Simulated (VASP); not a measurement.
All values below come from AM05 GGA, VASP's PBE PAW potentials (set 64) (plane waves; VASP 6.6.1).

VASP ran on this input.

### INCAR
```
# general
SYSTEM   =  Tb
PREC     =  Accurate
ENCUT    =  400
LREAL    =  .False.
LASPH    =  .True.

# electronic loop
EDIFF    =  1E-6
NELM     =  100
ALGO     =  Normal
LMAXMIX  =  6

# smearing
ISMEAR   =  1
SIGMA    =  0.1

# functional
GGA      =  AM

# ions
ISIF     =  2

# output
LWAVE    =  .False.
LCHARG   =  .False.
```

KPOINTS:
```
Automatic
0
G
  11 11 11
```

**POSCAR**
```
Tb
3.5637690
  0.0000000000   0.7071067176   0.7071067176
  0.7071067176   0.0000000000   0.7071067176
  0.7071067176   0.7071067176   0.0000000000
Tb
1
Direct
  0.0000000000   0.0000000000   0.0000000000
```

POTCAR, in this order: Tb_3 (PBE.64 set). Program: vasp_std.

What VASP printed:

**OSZICAR**
```
       N       E                     dE             d eps       ncg     rms          rms(c)
DAV:   1     0.249800966333E+01    0.24980E+01   -0.38523E+03   904   0.731E+02
DAV:   2    -0.468265673385E+01   -0.71807E+01   -0.69674E+01  1480   0.778E+01
DAV:   3    -0.475705521254E+01   -0.74398E-01   -0.74460E-01  1096   0.612E+00
DAV:   4    -0.475731077546E+01   -0.25556E-03   -0.25556E-03  1440   0.370E-01
DAV:   5    -0.475731162960E+01   -0.85414E-06   -0.85412E-06  1144   0.108E-02    0.157E+01
DAV:   6    -0.475676453436E+01    0.54710E-03   -0.12229E-02  1048   0.964E-01    0.939E+00
DAV:   7    -0.475974532525E+01   -0.29808E-02   -0.20625E-02  1040   0.126E+00    0.139E-01
DAV:   8    -0.475950183892E+01    0.24349E-03   -0.95684E-04   944   0.270E-01    0.200E-02
DAV:   9    -0.475950380208E+01   -0.19632E-05   -0.38402E-05  1496   0.602E-02    0.126E-02
DAV:  10    -0.475950303807E+01    0.76401E-06   -0.38507E-06   952   0.165E-02
   1 F= -.47595030E+01 E0= -.47595056E+01  d E =0.783376E-05
```

**OUTCAR**
```
------------------------ aborting loop because EDIFF is reached ----------------------------------------
  FORCE on cell =-STRESS in cart. coord.  units (eV):
  Direction    XX          YY          ZZ          XY          YZ          ZX
  --------------------------------------------------------------------------------------
  Total       -0.4179694     -0.4179694     -0.4179694      0.0000000     -0.0000000      0.0000000
  in kB      -20.9238459    -20.9238459    -20.9238459      0.0000000     -0.0000000      0.0000000
  external PRESSURE =     -20.9238459 kB  Pullay stress =       0.0000000 kB
  volume of cell :       32.00
      direct lattice vectors                 reciprocal lattice vectors
     0.000000000  2.519965000  2.519965000    -0.198415454  0.198415454  0.198415454
     2.519965000  0.000000000  2.519965000     0.198415454 -0.198415454  0.198415454
     2.519965000  2.519965000  0.000000000     0.198415454  0.198415454 -0.198415454
 POSITION                                       TOTAL-FORCE (eV/Angst)
 -----------------------------------------------------------------------------------
      0.00000      0.00000      0.00000         0.000000      0.000000      0.000000
 -----------------------------------------------------------------------------------
    total drift:                               -0.000000      0.000000     -0.000000
  FREE ENERGIE OF THE ION-ELECTRON SYSTEM (eV)
  ---------------------------------------------------
  free  energy   TOTEN  =        -4.7595030381 eV

  energy  without entropy=       -4.7595108718  energy(sigma->0) =       -4.75950565
```
(Selected blocks of OUTCAR.)

The 4f electrons are frozen in the core of the lanthanide potential, so 4f levels, which can set the real gap, and their magnetism are missing.

The structure comes from a computed database's Tb entry (Fm-3m); how it stands against other phases isn't given here. The cell was not relaxed at this level. The run is one of a series of settings (GGA = AM against the base run), some of them coarse on purpose.
